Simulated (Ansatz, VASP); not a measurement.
## Cross-check of Ta2NO2 between VASP and Ansatz

Wanted: the spread between two codes on one cell, functional and k mesh. The cell is taken from a series of runs on this material, whose earlier steps may have relaxed, scaled, displaced or heated it; both programs get it as it stands.

Method: plane waves, with VASP 6.6.1 beside it; single point at PBEsol, in Ansatz 0.2.0.

## 1. Starting point

The cell holds 5 atoms: 1 N, 2 Ta and 2 O. Cell: a = 3.100 Å, b = 3.100 Å, c = 20.000 Å, α = 90.0°, β = 90.0°, γ = 120.0°. Vacuum lies along c.

Coordinates:

```cif
data_structure
_symmetry_space_group_name_H-M 'P 1'
_symmetry_Int_Tables_number 1
_cell_length_a 3.1000
_cell_length_b 3.1000
_cell_length_c 20.0000
_cell_angle_alpha 90.000
_cell_angle_beta 90.000
_cell_angle_gamma 120.000
_cell_volume 166.45
loop_
_atom_site_label
_atom_site_type_symbol
_atom_site_fract_x
_atom_site_fract_y
_atom_site_fract_z
_atom_site_occupancy
N1 N 0.00000 0.00000 0.50000 1
Ta2 Ta 0.33333 0.66667 0.56000 1
Ta3 Ta 0.66667 0.33333 0.44000 1
O4 O 0.66667 0.33333 0.61000 1
O5 O 0.33333 0.66667 0.39000 1
```

## 2. VASP: single point, PBEsol, pair 1

A single point gives forces, pressure and levels at one fixed geometry, so differences don't come from the geometry; what else differs is listed under the comparison.

Lines of VASP's logs that name or quote its potential files are left out, and so is its time.

INCAR reads:

```
SYSTEM = Ta2NO2
PREC = Accurate
ENCUT = 520
EDIFF = 1E-06
NELM = 120
ISMEAR = 0
SIGMA = 0.1
LREAL = .FALSE.
ALGO = Normal
GGA = PS
NBANDS = 25
LASPH = .TRUE.
LORBIT = 11
LWAVE = .FALSE.
LCHARG = .FALSE.
ISIF = 2
LDIPOL = .TRUE.
IDIPOL = 3
DIPOL = 0.5 0.5 0.5
LVHAR = .TRUE.
GGA_COMPAT = .FALSE.
NELMDL = -8
KPAR = 2
```

POSCAR reads:

```
Ta2NO2
1.0
    3.1000000000      0.0000000000      0.0000000000
   -1.5500000000      2.6846800000      0.0000000000
    0.0000000000      0.0000000000     20.0000000000
N Ta O
1 2 2
Direct
    0.0000000000      0.0000000000      0.5000000000
    0.3333330000      0.6666670000      0.5600000000
    0.6666670000      0.3333330000      0.4400000000
    0.6666670000      0.3333330000      0.6100000000
    0.3333330000      0.6666670000      0.3900000000
```

KPOINTS reads:

```
Automatic mesh
0
Gamma
6 6 1
0 0 0
```

The projector-augmented-wave data sets are N, Ta_pv and O (PBE family, release 64).

Run with:

```sh
$ mpirun -np 2 vasp_std
```

Numbers of over 12 decimals in the logs are rounded to 6 here.

Output:

```text
[banner, memory and clock lines left out]
running    2 mpi-ranks, on    1 nodes
 distrk:  each k-point on    1 cores,    2 groups
 distr:  one band on    1 cores,    1 groups

 POSCAR found type information on POSCAR N TaO
 POSCAR found :  3 types and       5 ions
|                                                                             |
|               ----> ADVICE to this user running VASP <----                  |
|                                                                             |
|     You enforced a specific xc type in the INCAR file but a different       |
|     [... a line on the potential file left out ...]
|     I HOPE YOU KNOW WHAT YOU ARE DOING!                                     |
|                                                                             |

 LDA part: xc-table for (Slater+PW92), standard interpolation
 POSCAR, INCAR and KPOINTS ok, starting setup
 FFT: planning ... GRIDC
 FFT: planning ... GRID_SOFT
 FFT: planning ... GRID
 WAVECAR not read
 entering main loop
       N       E                     dE             d eps       ncg     rms          rms(c)
DAV:   1     0.355620045668E+03    0.35562E+03   -0.21270E+04   406   0.135E+03
DAV:   2    -0.294039815615E+02   -0.38502E+03   -0.37922E+03   423   0.370E+02
DAV:   3    -0.602129194229E+02   -0.30809E+02   -0.30581E+02   458   0.104E+02
DAV:   4    -0.608663576379E+02   -0.65344E+00   -0.65016E+00   436   0.165E+01
DAV:   5    -0.608827897400E+02   -0.16432E-01   -0.16415E-01   460   0.238E+00
DAV:   6    -0.608833406310E+02   -0.55089E-03   -0.55068E-03   452   0.442E-01
DAV:   7    -0.608833649889E+02   -0.24358E-04   -0.24352E-04   468   0.834E-02
DAV:   8    -0.608833662425E+02   -0.12536E-05   -0.12532E-05   452   0.185E-02    0.400E+01
DAV:   9    -0.538751786595E+02    0.70082E+01   -0.42456E+01   423   0.416E+01    0.178E+01
DAV:  10    -0.536309888133E+02    0.24419E+00   -0.28046E+00   419   0.113E+01    0.833E+00
DAV:  11    -0.535544947442E+02    0.76494E-01   -0.38981E-01   483   0.476E+00    0.518E-01
DAV:  12    -0.535483339365E+02    0.61608E-02   -0.40477E-02   427   0.133E+00    0.256E-01
DAV:  13    -0.535476567454E+02    0.67719E-03   -0.14831E-02   459   0.738E-01    0.219E-01
DAV:  14    -0.535470535161E+02    0.60323E-03   -0.26086E-03   427   0.297E-01    0.470E-02
[...]
DAV:  19    -0.535477481161E+02   -0.53310E-04   -0.20217E-05   386   0.203E-02    0.544E-03
DAV:  20    -0.535477551629E+02   -0.70469E-05   -0.14780E-06   340   0.698E-03    0.186E-03
DAV:  21    -0.535478049134E+02   -0.49750E-04   -0.29468E-06   313   0.749E-03    0.170E-03
DAV:  22    -0.535478317764E+02   -0.26863E-04   -0.22088E-06   329   0.597E-03    0.220E-03
DAV:  23    -0.535478491576E+02   -0.17381E-04   -0.12868E-06   332   0.487E-03    0.100E-03
DAV:  24    -0.535478549490E+02   -0.57914E-05   -0.25314E-07   220   0.216E-03    0.896E-04
DAV:  25    -0.535478569059E+02   -0.19569E-05   -0.15088E-07   225   0.151E-03    0.222E-04
DAV:  26    -0.535478570950E+02   -0.18906E-06   -0.35601E-08   193   0.894E-04
   1 F= -.53547857E+02 E0= -.53541849E+02  d E =-.120157E-01
```

Parts of OUTCAR (step 2):

```text
ion  position               nearest neighbor table
   1  0.000  0.000  0.500-   2 2.15   3 2.15   3 2.15   2 2.15   3 2.15   2 2.15
   2  0.333  0.667  0.560-   4 2.05   4 2.05   4 2.05   1 2.15   1 2.15   1 2.15   3 2.99   3 2.99
                             3 2.99
   3  0.667  0.333  0.440-   5 2.05   5 2.05   5 2.05   1 2.15   1 2.15   1 2.15   2 2.99   2 2.99
                             2 2.99
   4  0.667  0.333  0.610-   2 2.05   2 2.05   2 2.05
   5  0.333  0.667  0.390-   3 2.05   3 2.05   3 2.05

  LATTYP: Found a hexagonal cell.
 ALAT       =     3.1000000000
 C/A-ratio  =     6.4516129032

 Subroutine GETGRP returns: Found 12 space group operations
 (whereof 12 operations were pure point group operations)

The static configuration has the point symmetry D_3d.

 Found      7 irreducible k-points:

   k-points           NKPTS =      7   k-points in BZ     NKDIM =      7   number of bands    NBANDS=     25

   dimension x,y,z NGX =    24 NGY =   24 NGZ =  150
   dimension x,y,z NGXF=    48 NGYF=   48 NGZF=  300

   ENCUT  =  520.0 eV  38.22 Ry    6.18 a.u.   5.76  5.76 37.19*2*pi/ulx,y,z

   NELECT =      39.0000    total number of electrons

 k-points in reciprocal lattice and weights: Automatic mesh
   0.00000000  0.00000000  0.00000000       0.028
   0.16666667  0.00000000  0.00000000       0.167
   0.33333333  0.00000000  0.00000000       0.167
   0.50000000  0.00000000  0.00000000       0.083
   0.16666667  0.16666667  0.00000000       0.167
   0.33333333  0.16666667  0.00000000       0.333
   0.33333333  0.33333333  0.00000000       0.056

 dipolmoment           0.000000      0.000000      0.000000 electrons x Angstroem

 average (electrostatic) potential at core
       1 -71.6023       2 -44.8187       3 -44.8187       4 -77.6752       5 -77.6752

 E-fermi :  -0.7256

 k-point     1 :       0.0000    0.0000    0.0000
  band No.  band energies     occupation
    ...
     17      -4.8470      2.00000
     18      -4.8470      2.00000
     19      -2.0213      2.00000
     20      -2.0212      2.00000
     21      -1.1428      2.00000
     22       0.5375      0.00000
     23       0.5375      0.00000
     24       1.4415      0.00000
     25       1.9708      0.00000

 k-point     2 :       0.1667    0.0000    0.0000
  band No.  band energies     occupation
    ...
     17      -5.5450      2.00000
     18      -4.7891      2.00000
     19      -2.2700      2.00000
     20      -1.0558      2.00000
     21      -0.7541      1.31295
     22       0.9076      0.00000
     23       0.9296      0.00000
     24       1.4052      0.00000
     25       2.2888      0.00000

 k-point     3 :       0.3333    0.0000    0.0000
  band No.  band energies     occupation
    ...
     15      -6.9030      2.00000
     16      -6.1138      2.00000
     17      -5.8212      2.00000
     18      -5.3862      2.00000
     19      -2.7825      2.00000
     20       0.2557      0.00000
     21       0.2738      0.00000
     22       0.6991      0.00000
     23       1.9513      0.00000
     24       2.0220      0.00000
    ...

  Total        2.8400564      2.8400591      2.3991370      0.0000000      0.0000000      0.0000000
  in kB       27.3371563     27.3371817     23.0930563      0.0000000      0.0000000      0.0000000
  external PRESSURE =      25.9224647 kB  Pullay stress =       0.0000000 kB

  energy-cutoff  :      520.00
  volume of cell :      166.45
      direct lattice vectors                 reciprocal lattice vectors
     3.100000000  0.000000000  0.000000000     0.322580645  0.186241936  0.000000000
    -1.550000000  2.684680000  0.000000000     0.000000000  0.372483871  0.000000000
     0.000000000  0.000000000 20.000000000     0.000000000  0.000000000  0.050000000

 POSITION                                       TOTAL-FORCE (eV/Angst)
 -----------------------------------------------------------------------------------
      0.00000      0.00000     10.00000        -0.000000      0.000000      0.000000
     -0.00000      1.78979     11.20000        -0.000000     -0.000000     -1.423093
      1.55000      0.89489      8.80000         0.000000      0.000000      1.423093
      1.55000      0.89489     12.20000        -0.000000      0.000000      1.338174
     -0.00000      1.78979      7.80000         0.000000     -0.000000     -1.338174
 -----------------------------------------------------------------------------------
    total drift:                                0.000000     -0.000000      0.000000

  FREE ENERGIE OF THE ION-ELECTRON SYSTEM (eV)
  ---------------------------------------------------
  free  energy   TOTEN  =       -53.5478570950 eV

  energy  without entropy=      -53.5358413920  energy(sigma->0) =      -53.54184924

 vacuum level on the upper side and lower side of the slab         3.940         3.940

 total charge
# of ion       s       p       d       tot
------------------------------------------
    1        1.237   2.558   0.000   3.795
    2        0.301   6.273   2.411   8.985
    3        0.301   6.273   2.411   8.985
    4        1.561   3.494   0.000   5.055
    5        1.561   3.494   0.000   5.055
--------------------------------------------------
tot          4.960  22.093   4.822  31.874

[... 3 further parts left out ...]
```

This run has no spin polarisation. Its electron count is odd, so without a moment it is a metal by construction. The PAW data sets were made with PBE, which is usual practice but a small mismatch for other functionals.

## 3. Ansatz: single point, PBEsol, pair 1

Ansatz runs on its default PAW (the set named soft_2) files.

The same cell, functional, mesh and smearing now go to Ansatz, which takes its cutoff from its data sets.

input.yaml reads:

```yaml
crystal:
  lattice:
    - [3.1, 0.0, 0.0]
    - [-1.55, 2.68468, 0.0]
    - [0.0, 0.0, 20.0]
  atoms:
    - { symbol: "N", position: [0.0, 0.0, 0.5] }
    - { symbol: Ta, position: [0.333333, 0.666667, 0.56] }
    - { symbol: Ta, position: [0.666667, 0.333333, 0.44] }
    - { symbol: O, position: [0.666667, 0.333333, 0.61] }
    - { symbol: O, position: [0.333333, 0.666667, 0.39] }
  periodic: [true, true, false]
kpoints:
  mp_grid: { grid: [6, 6, 1] }
hamiltonian:
  xc: pbesol
scf:
  occupations: { method: gaussian, width: 0.1 }
output:
  forces: true
  stress: true
  eigenvalues: true
```

Run with:

```sh
$ ansatz run input.yaml --threads 8 --pin off --max-ram 14336MiB --backend cpu --events-out ev --progress --plain --runs-dir out
```

Output:

```text
Warning: crystal.periodic: the lattice vector that does not repeat stood 0.000° off the slab's normal, 20.000 Å along it as the deck builds it. The run solves the slab on a vector along the normal, 32.600 Å long, with every atom where it was (on the deck's vector they left 15.60 Å outside them, and the widest stretch free of ions among them is 1.20 Å). A fractional position that the run reports is one of the run's ce [...]
Warning: the atoms were moved onto the symmetric positions of the space group found under crystal.symmetry.tolerance 1.0e-5 (fractional; no operation is sought that the atoms, as they stand in a round, miss by more than twice it, and no atom is moved by as much as it), and the run uses the moved positions. Before a round's move an operation carried an atom to 3.10e-6 Å from where it should land, the largest such dist [...]
crystal.periodic: the lattice vector that does not repeat stood 0.000° off the slab's normal, 20.000 Å along it as the deck builds it. The run solves the slab on a vector along the normal, 32.600 Å long, with every atom where it was (on the deck's vector they left 15.60 Å outside them, and the widest stretch free of ions among them is 1.20 Å). A fractional position that the run reports is one of the run's cell, which [...]
Engine: ansatz 0.2.0, aarch64-unknown-linux-gnu
Pseudopotentials: kind: paw
Pseudopotential: N, paw, valence charge 5, recommended cutoff 420 eV (normal), N.paw.azcp
Pseudopotential: Ta, paw, valence charge 13, recommended cutoff 420 eV (normal), Ta.paw.azcp
Pseudopotential: O, paw, valence charge 6, recommended cutoff 420 eV (normal), O.paw.azcp
Functional definition: PBEsol
  exchange = pbesol_x
  correlation = pbesol_c
Crystal: 5 atoms, lattice volume = 271.314 Å³
Basis set: ecut = 420 eV, 5257 PW (Γ), exchange–correlation on 48×48×450 points (8 copies of the dense FFT grid, shifted against one another)
Bands: 27, of which v1, the nominal top of the filled ones, is band 22 counted from 1 (21 counted from 0)
Symmetry: 12 space group operations
Space group: P-3m1 (ITA 164), of the structure as read, at distance tolerance 6.5e-5 Å
k-points: 7 of 36
Non-local potential: N, projectors of the file, l = 0: 2, l = 1: 2, l = 2: 1
Non-local potential: Ta, projectors of the file, l = 0: 3, l = 1: 2, l = 2: 2, l = 3: 1
Non-local potential: O, projectors of the file, l = 0: 2, l = 1: 2, l = 2: 1
PAW form: soft (Blöchl's): semilocal exchange-correlation on the pseudo side does not see the compensation charge
PAW frozen core: N, regenerated for the run's functional, and the local potential with it (the file was generated under x = pbe(κ = 0.804, μ = 0.219515), c = pbe(β = 0.066725))
PAW frozen core: Ta, regenerated for the run's functional, and the local potential with it (the file was generated under x = pbe(κ = 0.804, μ = 0.219515), c = pbe(β = 0.066725))
PAW frozen core: O, regenerated for the run's functional, and the local potential with it (the file was generated under x = pbe(κ = 0.804, μ = 0.219515), c = pbe(β = 0.066725))
PAW one-centre angular grid: N, 110 points (default); XC on 64 Gauss nodes
PAW one-centre angular grid: Ta, 590 points (default); XC on 64 Gauss nodes
PAW one-centre angular grid: O, 110 points (default); XC on 64 Gauss nodes
Initial density: superposition of atomic densities (neutral atoms: chi_scale 0, normalization atom), corrected by the library's trained network
Initial wavefunctions: pseudopotential atomic-orbital guess
Functional: x = pbesol(κ = 0.804, μ = 0.123457), c = pbesol(β = 0.046)
SCF iter   1: F=—  HF=-21117.594445 eV  |F-HF|=—  |Δ(HF+E_count)|=         —  Δρ=7.25e-3  dr2=1.70e-1  ethr=1.77e-3  ⟨swp⟩=13.9  Hψ=1595  notcnv=0
preconditioner: auto → LDOS  [insulator: Δε(μ)=0.129 eV  Ē_g=10.839 eV  σ=0.100 eV  W_gap=0.57  n_scr=20 (ndim 8)  ℏωp=11.7 eV  f_vac=0.777  D(μ)=2.46/eV (n_scr^D=12)  ε∞_Penn≈2.2  β→1.0]
SCF iter   2: F=—  HF=-21117.565542 eV  |F-HF|=—  |Δ(HF+E_count)|=   2.89e-2  Δρ=3.32e-3  dr2=1.90e-2  ethr=3.96e-4  ⟨swp⟩=3.0  Hψ=470  notcnv=0  defer=4
SCF iter   3: F=—  HF=-21117.562479 eV  |F-HF|=—  |Δ(HF+E_count)|=   3.06e-3  Δρ=6.24e-4  dr2=9.02e-4  ethr=4.41e-5  ⟨swp⟩=3.6  Hψ=432  notcnv=0  defer=4
SCF iter   4: F=—  HF=-21117.562478 eV  |F-HF|=—  |Δ(HF+E_count)|=   1.30e-6  Δρ=1.46e-4  dr2=5.02e-5  ethr=2.10e-6  ⟨swp⟩=3.3  Hψ=388  notcnv=0  defer=4
SCF iter   5: F=—  HF=-21117.562461 eV  |F-HF|=—  |Δ(HF+E_count)|=   1.67e-5  Δρ=4.27e-5  dr2=3.71e-6  ethr=1.17e-7  ⟨swp⟩=4.0  Hψ=475  notcnv=0  defer=4
SCF iter   6: F=—  HF=-21117.562465 eV  |F-HF|=—  |Δ(HF+E_count)|=   4.01e-6  Δρ=1.05e-5  dr2=2.42e-7  ethr=8.63e-9  ⟨swp⟩=3.3  Hψ=430  notcnv=0  defer=4
SCF iter   7: F=-21117.562466 eV  HF=-21117.562466 eV  |F-HF|=1.65e-7  |Δ(HF+E_count)|=   9.19e-7  Δρ=2.08e-6  dr2=1.15e-8  ethr=2.33e-10  ⟨swp⟩=17.6  Hψ=1435  notcnv=0
SCF 1 converged in 7 iterations: F = -21117.562466 eV  dr2 = 1.15e-8
  greatest PAW one-centre occupation: 1.000 electrons in one spin orbital (limit 2), on the Ta atom at site 2 (counted from 0), in its partial waves of l = 0
SCF converged after 7 iterations
Free energy (F): -21117.562466 eV
Harris-Foulkes:  -21117.562466 eV  (|F-HF|=1.65e-7)
Internal energy: -21117.550517 eV  (E = F + TS)
E sigma→0 (E₀):  -21117.556492 eV
Entropy (-TS):   -0.011949 eV (-2.390 meV/atom)
Fermi energy:    -4.625958 eV
--- Per-component energies (eV) ---
  E_band       = -1147.495959
  E_kinetic    = 1221.147387
  E_local      = -129540.028814  (includes V_loc(G=0)·N_el)
  E_nonlocal   = 177.451154
  E_hartree    = 63995.197111
  E_xc         = -641.671607
  E_vxc        = -673.801774  (∫ρ·V_xc dr)
  E_paw        = -16973.675943  (= ΣΔE_a)
  E_vpaw       = -322.675799  (= ΣTr[D̂ρ^β])
  E_aug_tail   = 0.005342  (compensation charges beyond the density's cutoff)
  E_ewald      = 60643.498885
  E_core_change = 0.525968  (= ΣΔE_core)
  E_smearing   = -0.011949  (= −TS)
  E_closure    = -0.000000  (closes the sum)
  Σ components = -21117.562466   (vs F -21117.562466, Δ=0.00e0)
--- Forces (eV/Å), atoms counted from 1 ---
  atom   1  N      0.00000000     0.00000000     0.00000000
  atom   2  Ta    -0.00000000    -0.00000000    -1.42838870
  atom   3  Ta     0.00000000     0.00000000     1.42838870
  atom   4  O      0.00000000    -0.00000000     1.27354607
  atom   5  O     -0.00000000     0.00000000    -1.27354607
  max |Σ_I F_I| component: 9.25e-18 eV/Å
--- 2D stress c σ (N/m, compression-positive) ---
        4.637263       0.000000       0.000000
        0.000000       4.637263       0.000000
        0.000000       0.000000       0.000000
  P = ½ c Tr σ = 4.6373 N/m
--- Band table (eV; the first three rows and the last of 7) ---
  k-point 0: bands = [... 18 lower, -8.7582, -8.7582, -5.9098, -5.9098, -5.0409, -3.3534, -3.3534, -2.4632, ... 1 higher]
  k-point 1: bands = [... 18 lower, -9.4530, -8.7067, -6.1659, -4.9509, -4.6545, -2.9830, -2.9670, -2.4960, ... 1 higher]
  k-point 2: bands = [... 18 lower, -9.7315, -9.3031, -6.6862, -3.6467, -3.6198, -3.2008, -1.9467, -1.8695, ... 1 higher]
  k-point 6: bands = [... 18 lower, -9.8264, -9.8264, -4.7182, -4.5177, -4.5177, -2.3141, -2.0405, -2.0405, ... 1 higher]
```

The column dr2 measures how far the density is from self-consistency, as an energy; F and HF (Harris–Foulkes) agree once it is small.

## 4. Differences

Known differences besides the potentials themselves: Ansatz cuts the interaction across the vacuum, VASP repeats the sheet with a dipole correction; the data sets hold 43 valence electrons in Ansatz (on its default PAW (the set named soft_2) files) and 39 in VASP; the cutoff is 420 eV in Ansatz and 520 eV in VASP; Ansatz makes its cores anew for this functional, VASP keeps those of its PBE data sets. Total energies have different zeros and are not compared.

Forces (eV/Å; atoms numbered as in POSCAR):

| atom | Ansatz x, y, z | VASP x, y, z |
| --- | --- | --- |
| N1 | 0.000, 0.000, 0.000 | 0.000, 0.000, 0.000 |
| Ta2 | 0.000, 0.000, -1.428 | 0.000, 0.000, -1.423 |
| Ta3 | 0.000, 0.000, 1.428 | 0.000, 0.000, 1.423 |
| O4 | 0.000, 0.000, 1.274 | 0.000, 0.000, 1.338 |
| O5 | 0.000, 0.000, -1.274 | 0.000, 0.000, -1.338 |

The forces differ by 24 meV/Å r.m.s., which is 3.3 % of the r.m.s. force of 0.713 eV/Å (both taken over all components). With vacuum in the cell, a pressure given here is an average over mostly empty space and none of the material.

## 5. Further runs

Further runs change the set-up of one program: Ansatz's method, potentials or start, or VASP's data sets, cutoff or form of LDA. The table gives that difference for each run.

| run | r.m.s. force difference (meV/Å) |
| --- | --- |
| as above | 24 |
| VASP with the data sets N, Ta_sv_GW and O | 11 |

(Part 1 of 2 ends here.)

[Lines on the potential files, build, host, timing and source positions are cut from VASP's logs without a mark.]

[Logs are printed without paths, hosts, clocks, repeated set-up lines and the standing remarks that a program may print on its own settings, such as how far it seeks lower states.]

[Hosts, paths, dates, database ids (printed as entryN), source tags and the programs' standing remarks are cut or masked in the printed files.]
